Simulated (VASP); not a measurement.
A convergence study with VASP on InAs (zinc blende): one setting is varied, all else stays as given below, so the limit is that of these other settings. Each run relaxes cell and ions from the cell shown. The basis is that of the starting cell, so low cut-offs carry a Pulay error.

```
InAs
1.0
    0.00000     3.03000     3.03000
    3.03000     0.00000     3.03000
    3.03000     3.03000     0.00000
In As
1 1
Direct
  0.00000   0.00000   0.00000
  0.25000   0.25000   0.25000
```

These are LDA (Ceperley-Alder, Perdew-Zunger), VASP's LDA PAW potentials (set 64) (plane waves; VASP 6.6.1) values and carry that method's errors. The tightest run used: 700 eV cut-off, 7×7×7 Γ-centred mesh, Gaussian smearing of 0.050 eV, potentials In_d As.

The settings run are ENCUT = 200; ENCUT = 250; ENCUT = 300; ENCUT = 350; ENCUT = 400; ENCUT = 450; ENCUT = 500; ENCUT = 600; ENCUT = 650; ENCUT = 700. From which on does the relaxed volume stay within 0.05 Å³/atom of the tightest run?

From ENCUT = 400 on: it is off by 0.018 there and by no more than 0.05 in any finer run, while ENCUT = 350 is off by 0.104.
```json
[
 {"setting": "ENCUT = 200", "relaxed volume (Å³/atom)": "25.468", "E (eV/atom)": "-4.5330", "plane waves": "363", "difference judged (Å³/atom)": "1.984"},
 {"setting": "ENCUT = 250", "relaxed volume (Å³/atom)": "27.402", "E (eV/atom)": "-4.5102", "plane waves": "531", "difference judged (Å³/atom)": "0.050"},
 {"setting": "ENCUT = 300", "relaxed volume (Å³/atom)": "27.323", "E (eV/atom)": "-4.5109", "plane waves": "668", "difference judged (Å³/atom)": "0.128"},
 {"setting": "ENCUT = 350", "relaxed volume (Å³/atom)": "27.347", "E (eV/atom)": "-4.5104", "plane waves": "869", "difference judged (Å³/atom)": "0.104"},
 {"setting": "ENCUT = 400", "relaxed volume (Å³/atom)": "27.433", "E (eV/atom)": "-4.5105", "plane waves": "1019", "difference judged (Å³/atom)": "0.018"},
 {"setting": "ENCUT = 450", "relaxed volume (Å³/atom)": "27.452", "E (eV/atom)": "-4.5106", "plane waves": "1243", "difference judged (Å³/atom)": "0.000"},
 {"setting": "ENCUT = 500", "relaxed volume (Å³/atom)": "27.440", "E (eV/atom)": "-4.5106", "plane waves": "1425", "difference judged (Å³/atom)": "0.011"},
 {"setting": "ENCUT = 600", "relaxed volume (Å³/atom)": "27.451", "E (eV/atom)": "-4.5105", "plane waves": "1875", "difference judged (Å³/atom)": "0.000"},
 {"setting": "ENCUT = 650", "relaxed volume (Å³/atom)": "27.455", "E (eV/atom)": "-4.5105", "plane waves": "2106", "difference judged (Å³/atom)": "0.004"},
 {"setting": "ENCUT = 700", "relaxed volume (Å³/atom)": "27.451", "E (eV/atom)": "-4.5105", "plane waves": "2355", "difference judged (Å³/atom)": "0.000"}
]
```

Left out are rungs that failed or repeat a setting and relaxations that didn't move; long series are thinned to 24 rows.

The compound is InAs in the zinc blende structure.
